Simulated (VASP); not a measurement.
Input:

```yaml
crystal:
  lattice:
    - [2.98993, 0.00000, 0.00000]
    - [0.00000, 6.33186, 0.00000]
    - [0.00000, 0.00000, 24.35608]
  atoms:
    - { symbol: H, position: [0.00000, 0.50000, 0.31680] }
    - { symbol: H, position: [0.00000, 0.00000, 0.45013] }
    - { symbol: H, position: [0.50000, 0.81296, 0.36546] }
    - { symbol: H, position: [0.50000, 0.18704, 0.36546] }
    - { symbol: H, position: [0.00000, 0.50000, 0.41988] }
    - { symbol: H, position: [0.00000, 0.50000, 0.58012] }
    - { symbol: H, position: [0.50000, 0.30118, 0.50000] }
    - { symbol: H, position: [0.50000, 0.69882, 0.50000] }
    - { symbol: H, position: [0.00000, 0.00000, 0.54987] }
    - { symbol: H, position: [0.50000, 0.81296, 0.63454] }
    - { symbol: H, position: [0.50000, 0.18704, 0.63454] }
    - { symbol: H, position: [0.00000, 0.50000, 0.68320] }
    - { symbol: Mg, position: [0.00000, 0.00000, 0.37426] }
    - { symbol: Mg, position: [0.50000, 0.50000, 0.36244] }
    - { symbol: Mg, position: [0.00000, 0.50000, 0.50000] }
    - { symbol: Mg, position: [0.50000, 0.00000, 0.50000] }
    - { symbol: Mg, position: [0.00000, 0.00000, 0.62574] }
    - { symbol: Mg, position: [0.50000, 0.50000, 0.63756] }
```

Method: r2SCAN meta-GGA, VASP's PBE PAW potentials (set 64) (plane waves; VASP). Settings: PREC = Normal, LREAL = Auto, 400 eV cut-off, 7×3×1 Γ-centred mesh, Gaussian smearing of 0.050 eV, potentials H Mg.

Question: Predict the energy per atom (σ→0).

Answer: 
```
Item                           Result
---------------------  --------------
energy per atom (σ→0)  -3.874 eV/atom
```

The absolute energy has meaning only against runs of the same code, potentials and settings.

The cell is a thin slab with vacuum, built from MgH2 (rutile): (110) face.
